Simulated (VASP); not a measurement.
Here is a VASP 6.6.1 calculation.

The input INCAR:

```
ALGO = Normal
EDIFF = 1E-7
EDIFFG = -0.002
ENCUT = 520
IBRION = 2
ISIF = 3
ISMEAR = 0
LASPH = T
LCHARG = F
LREAL = F
LWAVE = F
NELM = 80
NSW = 80
PREC = Accurate
SIGMA = 0.1
```

The input KPOINTS:

```
k-points
0
Gamma
  12 12 12
```

Contents of POSCAR:

```
SnAs
1.0
    0.0000000000      2.8405000000      2.8405000000
    2.8405000000      0.0000000000      2.8405000000
    2.8405000000      2.8405000000      0.0000000000
Sn As
1 1
Direct
    0.0000000000      0.0000000000      0.0000000000
    0.5000000000      0.5000000000      0.5000000000
```

Potentials or basis: VASP PAW LDA potentials, release 64 (Sn_d, As).

Command:

```sh
$ cat potpaw_LDA.64/Sn_d/POTCAR potpaw_LDA.64/As/POTCAR > POTCAR
$ mpirun -np 1 vasp_std > vasp.out
```

(1) What does it give for the band gap on the k mesh?

(2) Predict the relaxed volume.

(3) Predict the space group after relaxing (to 0.05 Å).

## Answers

(1) none (metal or under the smearing width).

(2) 22.83 Å³/atom.

(3) Fm-3m (No. 225).
